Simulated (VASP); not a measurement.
Calculation: r2SCAN meta-GGA, VASP's PBE PAW potentials (set 64) (plane waves; VASP).

Input for VASP

### INCAR
```
ALGO  =  Normal
EDIFF  =  1E-7
ENCUT  =  520
ISIF  =  2
ISMEAR  =  -5
LASPH  =  T
LCHARG  =  F
LMAXMIX  =  4
LMIXTAU  =  T
LORBIT  =  11
LREAL  =  F
LWAVE  =  F
METAGGA  =  R2SCAN
NEDOS  =  601
NELM  =  100
PREC  =  Accurate
SYSTEM  =  Sr
```

File KPOINTS_OPT:
```
k-points along high-symmetry lines
10
Line-mode
Reciprocal
  0.000000   0.000000   0.000000 ! GAMMA
  0.500000   0.000000   0.500000 ! X

  0.500000   0.000000   0.500000 ! X
  0.625000   0.250000   0.625000 ! U

  0.375000   0.375000   0.750000 ! K
  0.000000   0.000000   0.000000 ! GAMMA

  0.000000   0.000000   0.000000 ! GAMMA
  0.500000   0.500000   0.500000 ! L

  0.500000   0.500000   0.500000 ! L
  0.500000   0.250000   0.750000 ! W

  0.500000   0.250000   0.750000 ! W
  0.500000   0.000000   0.500000 ! X
```

KPOINTS:
```
Automatic mesh
0
Gamma
12 12 12
0 0 0
```

**POSCAR**
```
Sr
6.1004850
  0.0000000000   0.5000000400   0.5000000400
  0.5000000400   0.0000000000   0.5000000400
  0.5000000400   0.5000000400   0.0000000000
Sr
1
Direct
  0.0000000000   0.0000000000   0.0000000000
```

POTCAR, in this order: Sr_sv (PBE.64 set). Program: vasp_std.

The run wrote:

### OSZICAR
```
       N       E                     dE             d eps       ncg     rms          rms(c)
DAV:   1     0.250021012737E+02    0.25002E+02   -0.50347E+03  1296   0.984E+02
DAV:   2    -0.165061897146E+02   -0.41508E+02   -0.41216E+02  1385   0.178E+02
DAV:   3    -0.187249498931E+02   -0.22188E+01   -0.22066E+01  2033   0.324E+01
DAV:   4    -0.188079995020E+02   -0.83050E-01   -0.82950E-01  1862   0.579E+00
DAV:   5    -0.188109241053E+02   -0.29246E-02   -0.29231E-02  2163   0.600E-01    0.731E+00
DAV:   6    -0.148969454231E+02    0.39140E+01   -0.33268E+00  1357   0.964E+00    0.639E+00
DAV:   7    -0.150082126201E+02   -0.11127E+00   -0.60631E-01  1615   0.695E+00    0.534E+00
DAV:   8    -0.159692259275E+02   -0.96101E+00   -0.60498E-01  1395   0.598E+00    0.171E+00
DAV:   9    -0.151026830878E+02    0.86654E+00   -0.84778E-01  1368   0.589E+00    0.435E-01
DAV:  10    -0.150976681924E+02    0.50149E-02   -0.60755E-02  1366   0.334E+00    0.650E-01
DAV:  11    -0.151472768881E+02   -0.49609E-01   -0.51738E-02  1305   0.309E+00    0.902E-01
DAV:  12    -0.151082909307E+02    0.38986E-01   -0.21055E-02  1313   0.192E+00    0.206E-01
DAV:  13    -0.151114032029E+02   -0.31123E-02   -0.12270E-03  1680   0.368E-01    0.146E-01
DAV:  14    -0.150971908912E+02    0.14212E-01   -0.63549E-03  1305   0.118E+00    0.102E-01
DAV:  15    -0.150989136672E+02   -0.17228E-02   -0.40457E-04  1401   0.283E-01    0.188E-02
DAV:  16    -0.150961857379E+02    0.27279E-02   -0.24784E-03  1332   0.553E-01    0.872E-02
DAV:  17    -0.150962006620E+02   -0.14924E-04   -0.29127E-05  2336   0.305E-02    0.900E-02
DAV:  18    -0.150961942176E+02    0.64444E-05   -0.11317E-05  1503   0.375E-02    0.848E-02
DAV:  19    -0.150962216386E+02   -0.27421E-04   -0.36920E-06  1549   0.150E-02    0.861E-02
DAV:  20    -0.150961950824E+02    0.26556E-04   -0.10563E-05  1339   0.382E-02    0.401E-02
DAV:  21    -0.150960873318E+02    0.10775E-03   -0.66231E-05  1630   0.718E-02    0.113E-02
DAV:  22    -0.150960926829E+02   -0.53511E-05   -0.64674E-06  1995   0.231E-02    0.132E-02
DAV:  23    -0.150960762572E+02    0.16426E-04   -0.36743E-06  1382   0.130E-02    0.144E-02
DAV:  24    -0.150960733815E+02    0.28756E-05   -0.57412E-07  1652   0.819E-03    0.167E-02
DAV:  25    -0.150960795522E+02   -0.61707E-05   -0.40390E-07  1353   0.863E-03    0.108E-02
DAV:  26    -0.150960784075E+02    0.11447E-05   -0.83278E-08  1440   0.404E-03    0.957E-03
DAV:  27    -0.150960786705E+02   -0.26298E-06   -0.16604E-07  1330   0.291E-03    0.106E-02
DAV:  28    -0.150960763605E+02    0.23100E-05   -0.51239E-08  1035   0.278E-03    0.110E-02
DAV:  29    -0.150960770487E+02   -0.68817E-06   -0.24562E-08   690   0.211E-03    0.893E-03
DAV:  30    -0.150960762158E+02    0.83285E-06   -0.93926E-08  1460   0.401E-03    0.470E-03
DAV:  31    -0.150960747761E+02    0.14397E-05   -0.39993E-08   745   0.274E-03    0.231E-03
DAV:  32    -0.150960750422E+02   -0.26609E-06   -0.17310E-08   679   0.164E-03    0.740E-04
DAV:  33    -0.150960743000E+02    0.74218E-06   -0.72398E-09   677   0.915E-04    0.478E-04
DAV:  34    -0.150960742249E+02    0.75097E-07   -0.28279E-09   671   0.587E-04
   1 F= -.15096074E+02 E0= -.15096074E+02  d E =0.000000E+00
       N       E                     dE             ncg
```

**OUTCAR**
```
------------------------ aborting loop because EDIFF is reached ----------------------------------------
  FORCE on cell =-STRESS in cart. coord.  units (eV):
  Direction    XX          YY          ZZ          XY          YZ          ZX
  --------------------------------------------------------------------------------------
  Total       -0.0452212     -0.0452212     -0.0452212     -0.0000000     -0.0000000      0.0000000
  in kB       -1.2764974     -1.2764974     -1.2764974     -0.0000000     -0.0000000      0.0000000
  external PRESSURE =      -1.2764974 kB  Pullay stress =       0.0000000 kB
  volume of cell :       56.76
      direct lattice vectors                 reciprocal lattice vectors
     0.000000000  3.050242744  3.050242744    -0.163921380  0.163921380  0.163921380
     3.050242744  0.000000000  3.050242744     0.163921380 -0.163921380  0.163921380
     3.050242744  3.050242744  0.000000000     0.163921380  0.163921380 -0.163921380
 POSITION                                       TOTAL-FORCE (eV/Angst)
 -----------------------------------------------------------------------------------
      0.00000      0.00000      0.00000         0.000000     -0.000000     -0.000000
 -----------------------------------------------------------------------------------
    total drift:                                0.000000      0.000000     -0.000000
  FREE ENERGIE OF THE ION-ELECTRON SYSTEM (eV)
  ---------------------------------------------------
  free  energy   TOTEN  =       -15.0960742249 eV

  energy  without entropy=      -15.0960742249  energy(sigma->0) =      -15.09607422

 total charge

# of ion       s       p       d       tot
------------------------------------------
    1        2.053   5.813   0.118   7.984
```
(Selected blocks of OUTCAR.)

For a metal the tetrahedron method with Blöchl corrections gives inexact stress and forces.

The compound is Sr in the fcc structure. It was relaxed first.
